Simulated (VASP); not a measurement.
# MgI2: structure and properties in VASP, part 5 of 7

What structure does MgI2 take at this level, and what are its properties? The start is a cell from a database of measured crystal structures.

VASP 6.6.1, plane waves and PAW; the level of theory is named at each step.

Still holding for the runs below: Spin-orbit coupling is off here; it can split and shift levels that hold much weight on I by tenths of an eV or more.

So far, gap on the k-mesh (eV): step 2 (full relaxation (AM05 + D4)) 3.60; step 5 (density of states (AM05 + D4)) 3.61; step 7 (NMR shifts (AM05 + D4)) 3.67.

The database entry behind the starting cell has ideal inner coordinates that were not refined, so it need not match the best structure at ambient conditions.

## 8. Band structure (r2SCAN)

This step: r2SCAN; plane waves and PAW (I, Mg) (VASP 6.6.1).

The mesh alone shows little of the dispersion and can miss band extrema, so KPOINTS_OPT adds a path through the symmetry points after the self-consistent cycle. r2SCAN adds the kinetic-energy density, costs more than a GGA and is run with LASPH.

INCAR reads:

```
SYSTEM = MgI2
PREC = Accurate
ENCUT = 400
EDIFF = 1E-06
NELM = 100
ISMEAR = -1
SIGMA = 0.05
LREAL = .FALSE.
ALGO = Normal
METAGGA = R2SCAN
LASPH = .TRUE.
LORBIT = 11
LWAVE = .FALSE.
LCHARG = .FALSE.
```

POSCAR reads:

```
MgI2
1.0
    4.1226219969      0.0000000000      0.0000000000
   -2.0613109984      3.5702953795      0.0000000000
    0.0000000000      0.0000000000      6.9637543950
I Mg
2 1
Direct
    0.6666666667      0.3333333333      0.7608283187
    0.3333333333      0.6666666667      0.2391716813
    0.0000000000      0.0000000000      0.0000000000
```

KPOINTS reads:

```
Automatic mesh
0
Gamma
6 6 4
0 0 0
```

KPOINTS_OPT reads:

```
Line mode
16
Line-mode
Reciprocal
  0.00000000   0.00000000   0.00000000 GAMMA
  0.50000000   0.00000000   0.00000000 M

  0.50000000   0.00000000   0.00000000 M
  0.33333333   0.33333333   0.00000000 K

  0.33333333   0.33333333   0.00000000 K
  0.00000000   0.00000000   0.00000000 GAMMA

  0.00000000   0.00000000   0.00000000 GAMMA
  0.00000000   0.00000000   0.50000000 A

  0.00000000   0.00000000   0.50000000 A
  0.50000000   0.00000000   0.50000000 L

  0.50000000   0.00000000   0.50000000 L
  0.33333333   0.33333333   0.50000000 H

  0.33333333   0.33333333   0.50000000 H
  0.00000000   0.00000000   0.50000000 A

  0.50000000   0.00000000   0.50000000 L
  0.50000000   0.00000000   0.00000000 M

  0.33333333   0.33333333   0.00000000 K
  0.33333333   0.33333333   0.50000000 H
```

PAW data sets: I and Mg (PBE family, release 64).

Command:

```
$ mpirun -np 1 vasp_std
```

The program printed:

```text
[banner, memory and clock lines left out]
running    1 mpi-ranks, on    1 nodes
 distrk:  each k-point on    1 cores,    1 groups
 distr:  one band on    1 cores,    1 groups

 POSCAR found type information on POSCAR I Mg
 POSCAR found :  2 types and       3 ions
 [... a notice as in an earlier step ...]

 LDA part: xc-table for (None), standard interpolation
 POSCAR, INCAR and KPOINTS ok, starting setup
 FFT: planning ... GRIDC
 FFT: planning ... GRID_SOFT
 FFT: planning ... GRID
 WAVECAR not read
 entering main loop
       N       E                     dE             d eps       ncg     rms          rms(c)
DAV:   1     0.232741995947E+02    0.23274E+02   -0.53374E+03   576   0.876E+02
DAV:   2    -0.539275374488E+02   -0.77202E+02   -0.70964E+02   832   0.143E+02
DAV:   3    -0.593019101993E+02   -0.53744E+01   -0.53538E+01   724   0.466E+01
DAV:   4    -0.593867626078E+02   -0.84852E-01   -0.84838E-01   716   0.745E+00
DAV:   5    -0.593882205788E+02   -0.14580E-02   -0.14579E-02   724   0.956E-01    0.443E+00
DAV:   6    -0.569059692047E+02    0.24823E+01   -0.65867E-01   608   0.643E+00    0.388E+00
DAV:   7    -0.569177103949E+02   -0.11741E-01   -0.15738E-01   684   0.265E+00    0.113E+00
DAV:   8    -0.569185585573E+02   -0.84816E-03   -0.40142E-03   656   0.492E-01    0.513E-01
DAV:   9    -0.569190729358E+02   -0.51438E-03   -0.13347E-03   684   0.325E-01    0.139E-01
DAV:  10    -0.569190574942E+02    0.15442E-04   -0.11018E-04   688   0.887E-02    0.462E-02
DAV:  11    -0.569190682702E+02   -0.10776E-04   -0.19677E-05   712   0.336E-02    0.180E-02
DAV:  12    -0.569190687383E+02   -0.46811E-06   -0.27667E-06   672   0.150E-02
   1 F= -.56919069E+02 E0= -.56919069E+02  d E =-.720425E-10
 Start KPOINTS_OPT (optional k-point list driver)
k-point batch [1-24\144]
       N       E                     dE             ncg
DAV:   1     0.127337241357E+04   -0.54464E+04      576
DAV:   2    -0.664767260280E+03   -0.19381E+04      856
DAV:   3    -0.802819474418E+03   -0.13805E+03      720
DAV:   4    -0.805326313933E+03   -0.25068E+01      784
DAV:   5    -0.805365326441E+03   -0.39013E-01      736
DAV:   6    -0.805366827923E+03   -0.15015E-02      844
DAV:   7    -0.805366867983E+03   -0.40060E-04      632
DAV:   8    -0.805366870440E+03   -0.24572E-05      588
DAV:   9    -0.805366870509E+03   -0.68635E-07      476
[...]
k-point batch [121-144\144]
       N       E                     dE             ncg
DAV:   1     0.956149887571E+03   -0.96057E+04      576
DAV:   2    -0.786254325794E+03   -0.17424E+04      732
DAV:   3    -0.915950749329E+03   -0.12970E+03      712
DAV:   4    -0.918693677706E+03   -0.27429E+01      792
DAV:   5    -0.918738747915E+03   -0.45070E-01      724
DAV:   6    -0.918740557287E+03   -0.18094E-02      828
DAV:   7    -0.918740600117E+03   -0.42831E-04      624
DAV:   8    -0.918740602599E+03   -0.24813E-05      532
DAV:   9    -0.918740602735E+03   -0.13681E-06      448
```

Wall time 6 min (1 MPI rank of AMD EPYC 7R43, shared host); peak memory 0.16 GiB.

From OUTCAR (step 8):

```text
   NELECT =      16.0000    total number of electrons

 E-fermi :   3.0323

 k-point     1 :       0.0000    0.0000    0.0000
  band No.  band energies     occupation
    ...
      4       1.5785      2.00000
      5       1.5785      2.00000
      6       1.9381      2.00000
      7       1.9676      2.00000
      8       1.9676      2.00000
      9       6.6141      0.00000
     10       7.5145      0.00000
     11       9.3667      0.00000
     12       9.3667      0.00000

  Total        0.7535137      0.7535137      0.5188340      0.0000000      0.0000000     -0.0000000
  in kB       11.7782454     11.7782454      8.1099455      0.0000000      0.0000000     -0.0000000
  external PRESSURE =      10.5554788 kB  Pullay stress =       0.0000000 kB

 POSITION                                       TOTAL-FORCE (eV/Angst)
 -----------------------------------------------------------------------------------
      2.06131      1.19010      5.29822        -0.000000      0.000000     -0.056845
     -0.00000      2.38020      1.66553         0.000000      0.000000      0.056845
      0.00000      0.00000      0.00000         0.000000      0.000000      0.000000
 -----------------------------------------------------------------------------------
    total drift:                                0.000000     -0.000000      0.000000

  FREE ENERGIE OF THE ION-ELECTRON SYSTEM (eV)
  ---------------------------------------------------
  free  energy   TOTEN  =       -56.9190687383 eV

  energy  without entropy=      -56.9190687382  energy(sigma->0) =      -56.91906874

[... 8 parts as in an earlier step ...]

[... 9 further parts left out ...]
```

Numbers from this step:

```
SCF cycles                        : 12
irreducible k-points              : 24
free energy (TOTEN)               : -56.9191 eV
Fermi energy                      : 3.032 eV
pressure                          : 1.056 GPa
least gap on mesh and path        : 4.185 eV
least direct gap on mesh and path : 4.646 eV
conduction bottom at k            : 0.5, 0, 0.3
```

The electronic bands at the labelled points (eV, zero at the valence-band top; v1 is the highest filled band, c1 the lowest empty one):

```
          point     v4     v3     v2     v1    c1    c2
              Γ  -0.39  -0.03   0.00   0.00  4.65  5.55
0.47 of the way  -1.39  -0.90  -0.21  -0.16  5.32  6.21
              M  -1.84  -1.35  -0.87  -0.44  4.28  6.04
0.53 of the way  -1.99  -1.73  -1.07  -0.92  4.67  6.64
              K  -2.44  -1.95  -1.18  -1.18  4.56  8.06
0.47 of the way  -2.14  -1.04  -0.75  -0.33  5.42  7.06
              Γ  -0.39  -0.03   0.00   0.00  4.65  5.55
0.53 of the way  -0.35  -0.35  -0.04  -0.04  5.18  5.61
              A  -0.31  -0.31  -0.09  -0.09  5.56  5.65
0.47 of the way  -1.10  -0.92  -0.78  -0.32  5.19  6.43
              L  -1.21  -1.16  -0.80  -0.64  4.22  5.83
0.47 of the way  -1.93  -1.55  -0.68  -0.60  4.84  6.20
              H  -2.78  -2.22  -0.57  -0.57  5.51  6.42
0.53 of the way  -1.45  -0.95  -0.72  -0.58  5.44  6.58
              A  -0.31  -0.31  -0.09  -0.09  5.56  5.65
      jump to L  -1.21  -1.16  -0.80  -0.64  4.22  5.83
0.53 of the way  -1.59  -1.30  -0.77  -0.52  4.20  5.68
              M  -1.84  -1.35  -0.87  -0.44  4.28  6.04
      jump to K  -2.44  -1.95  -1.18  -1.18  4.56  8.06
0.53 of the way  -2.65  -2.10  -0.83  -0.83  5.01  6.97
              H  -2.78  -2.22  -0.57  -0.57  5.51  6.42
```

Of the projections kept (I, Mg), the largest for each band there, as a share of the weight inside these atoms' spheres; weight between the spheres isn't counted:

```
point      v4      v3      v2      v1       c1      c2
    Γ  I 0.99  I 0.99  I 0.98  I 0.98   I 0.63  I 0.74
    M  I 0.97  I 0.96  I 0.98  I 0.99  Mg 0.52  I 0.74
    K  I 0.96  I 0.95  I 0.99  I 0.99   I 0.50  I 0.83
    Γ  I 0.99  I 0.99  I 0.98  I 0.98   I 0.63  I 0.74
    A  I 0.99  I 0.99  I 0.98  I 0.98   I 0.63  I 0.71
    L  I 0.96  I 0.97  I 0.99  I 0.99  Mg 0.52  I 0.86
```

The electronic bands as a text plot (rows in eV, shown from -3.7 to 5.5 only):

```
    5.4 |  ++            +  +    ++   +       +++++++          ++
    5.0 | +  +          +    +  +      +     +                +
    4.6 |+    ++  ++++++      ++        +   +                +
    4.2 |       ++                       +++             ++++
    3.8 |
    3.4 |
    3.0 |
    2.6 |
    2.3 |
    1.9 |
    1.5 |
    1.1 |
    0.7 |
    0.3 |
   -0.1 |*****            ************                 **
   -0.4 |**  *****      ******************   ****************   *
   -0.8 | **** ******  * ** **   *   *********  *******  **** **
   -1.2 |  ** ***  **** ** **     **  *******      * *  ******
   -1.6 |    *   ****  *   *        **      **    ******  **
   -2.0 |   * **** * **   *           *      ** ***         ****
   -2.4 |    *      ******                     ***  *        *  *
   -2.8 |     *******  *          *******     ***********   * ***
   -3.1 |  ****      * *****    **     *************     *** ****
   -3.5 |**    ****** *     ****         *****           ****
         Γ      M    K        Γ   A       L    H       A|L M|K  H
```

Force by atom:

```
atom  x (eV/Å)  y (eV/Å)  z (eV/Å)    size
  I1    0.0000    0.0000   -0.0568  0.0568
  I2    0.0000    0.0000    0.0568  0.0568
 Mg3    0.0000    0.0000    0.0000  0.0000
```

The gap moves by +0.59 eV against AM05 with D4.

On this path the gap is indirect, 4.19 eV, with the valence top at Γ and the conduction bottom between L and M. The least direct gap is 4.65 eV.

[end of part 5 of 7]

[Lines on the potential files, build, host, timing and source positions are cut from VASP's logs without a mark.]

[Logs are printed without paths, hosts, clocks, repeated set-up lines and the standing remarks that a program may print on its own settings, such as how far it seeks lower states.]

[Hosts, paths, dates, database ids (printed as entryN), source tags and the programs' standing remarks are cut or masked in the printed files.]

[A measured line is paired with the nearest computed mode of its activity, which favours agreement.]

[In band tables of VASP the shares of atoms and orbitals are scaled to a sum of 1 inside the atoms' spheres.]
